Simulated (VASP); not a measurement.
Computed with PBE GGA, VASP's PBE PAW potentials (set 64) (plane waves; VASP).

A VASP calculation is set up with these files.

POSCAR:
```
BN
8.60880
  0.1510663507  -0.2616545860   0.0000000000
  0.1510663507   0.2616545860   0.0000000000
  0.0000000000   0.0000000000   0.5000000000
B N
2 2
Cart
  0.1510663507  -0.0872183698   0.2500000000
  0.1510663507   0.0872183698   0.0000000000
  0.1510663507  -0.0872183698   0.4375000000
  0.1510663507   0.0872183698   0.1875000000
```

KPOINTS:
```
Automatic
0
Gamma
  9 9 5
0 0 0
```

INCAR:
```
SYSTEM  =  BN
PREC  =  Single; ENCUT  =  520; LREAL  =  .False.
LASPH  =  .True.
EDIFF  =  1E-6; NELM  =  100; ALGO  =  Normal
ISMEAR  =  0; SIGMA  =  0.05
GGA  =  PE
ISIF  =  2
LWAVE  =  .False.; LCHARG  =  .False.
```

POTCAR, in this order: B N (PBE.64 set). Program: vasp_std.

The resulting files:

**OSZICAR**
```
       N       E                     dE             d eps       ncg     rms          rms(c)
DAV:   1     0.479581512728E+02    0.47958E+02   -0.85848E+03   864   0.129E+03
DAV:   2    -0.339436174367E+02   -0.81902E+02   -0.76719E+02  1244   0.265E+02
DAV:   3    -0.364936811491E+02   -0.25501E+01   -0.25413E+01  1148   0.464E+01
DAV:   4    -0.365097176821E+02   -0.16037E-01   -0.16025E-01  1076   0.388E+00
DAV:   5    -0.365099387759E+02   -0.22109E-03   -0.22103E-03  1132   0.416E-01    0.900E+00
DAV:   6    -0.348852175178E+02    0.16247E+01   -0.48612E+00  1112   0.179E+01    0.425E+00
DAV:   7    -0.347817649380E+02    0.10345E+00   -0.18434E-01  1020   0.426E+00    0.261E+00
DAV:   8    -0.347565259672E+02    0.25239E-01   -0.69264E-02   968   0.241E+00    0.222E-01
DAV:   9    -0.347556367063E+02    0.88926E-03   -0.21414E-03  1116   0.478E-01    0.110E-01
DAV:  10    -0.347558891850E+02   -0.25248E-03   -0.46336E-04  1020   0.206E-01    0.281E-02
DAV:  11    -0.347558946744E+02   -0.54894E-05   -0.81009E-05  1088   0.771E-02    0.129E-02
DAV:  12    -0.347558959053E+02   -0.12309E-05   -0.10595E-05  1084   0.320E-02    0.238E-03
DAV:  13    -0.347558960846E+02   -0.17924E-06   -0.28358E-07   612   0.604E-03
   1 F= -.34755896E+02 E0= -.34755896E+02  d E =-.226018E-16
```

### OUTCAR
```
------------------------ aborting loop because EDIFF is reached ----------------------------------------
  FORCE on cell =-STRESS in cart. coord.  units (eV):
  Direction    XX          YY          ZZ          XY          YZ          ZX
  --------------------------------------------------------------------------------------
  Total       -2.8410909     -2.8410907     -2.9613275      0.0000000      0.0000000      0.0000000
  in kB     -180.4977402   -180.4977281   -188.1365103      0.0000000      0.0000000      0.0000000
  external PRESSURE =    -183.0439929 kB  Pullay stress =       0.0000000 kB
  volume of cell :       25.22
      direct lattice vectors                 reciprocal lattice vectors
     1.300500000 -2.252532000  0.000000000     0.384467512 -0.221972429  0.000000000
     1.300500000  2.252532000  0.000000000     0.384467512  0.221972429  0.000000000
     0.000000000  0.000000000  4.304400000     0.000000000  0.000000000  0.232320416
  FREE ENERGIE OF THE ION-ELECTRON SYSTEM (eV)
  ---------------------------------------------------
  free  energy   TOTEN  =       -34.7558960846 eV

  energy  without entropy=      -34.7558960846  energy(sigma->0) =      -34.75589608
```
(Selected blocks of OUTCAR.)

The compound is BN in the wurtzite structure, a metastable high-pressure form. The cell was not relaxed at this level. The run is one of a series of settings (PREC = Single against the base run), some of them coarse on purpose.
